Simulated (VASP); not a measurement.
```xyz
1
Lattice="0.0000 2.4750 2.4750 2.4750 0.0000 2.4750 2.4750 2.4750 0.0000" Properties=species:S:1:pos:R:3 pbc="T T T"
Pb     0.0000     0.0000     0.0000
```

Calculation: LDA (Ceperley-Alder, Perdew-Zunger), VASP's LDA PAW potentials (set 64) (plane waves; VASP). Run with 400 eV cut-off, 11×11×11 Γ-centred mesh, first-order Methfessel-Paxton smearing of 0.10 eV, potentials Pb_d.

Energy and stress use the plane-wave basis of the starting cell.

The ions, cell shape and volume are relaxed. Which structure does the run end with?

```xyz
1
Lattice="0.0000 2.4400 2.4400 2.4400 0.0000 2.4400 2.4400 2.4400 0.0000" Properties=species:S:1:pos:R:3 pbc="T T T"
Pb     0.0000     0.0000     0.0000
```
Space group Fm-3m (225), at a tolerance of 0.03 Å.

How do energy and volume change from the first to the last step?

The energy (σ→0) changes by -8.4 meV/atom and the volume by -4.2 %, in 3 ionic steps.

| step | E(σ→0) (eV) | max force (eV/Å) | pressure (GPa) | volume (Å³) |
|---|---|---|---|---|
| 1 | -4.2504 | 0.000 | -2.11 | 30.32 |
| 2 | -4.2575 | 0.000 | 0.85 | 28.60 |
| 3 | -4.2588 | 0.000 | -0.02 | 29.05 |

The compound is Pb in the fcc structure. This run relaxes it. Symmetry was kept, so distortions that lower it aren't found.
